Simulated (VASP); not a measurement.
Consider the following.

```yaml
crystal:
  lattice:
    - [-1.56577, 1.56577, 1.56577]
    - [1.56577, -1.56577, 1.56577]
    - [1.56577, 1.56577, -1.56577]
  atoms:
    - { symbol: W, position: [0.00000, 0.00000, 0.00000] }
```

Level of theory: PBE GGA with D4 dispersion, VASP's PBE PAW potentials (set 64) (plane waves; VASP). Numerical set-up: 520 eV cut-off, 16×16×16 Γ-centred mesh, first-order Methfessel-Paxton smearing of 0.10 eV, potentials W_sv.

Question: The job: W (bcc), 1 atom, PBE-D4, static run, 520 eV, 16×16×16 Γ-centred mesh. Roughly how much core time does it take on a busy server core?

Answer: About 10 core-seconds (one run on a shared machine, a rough figure). It had 145 irreducible k-points, 11 bands, up to 427 plane waves and 12 electronic steps.

The compound is W in the bcc structure. This cell is one point of a volume scan, at 0.97 of the reference volume.
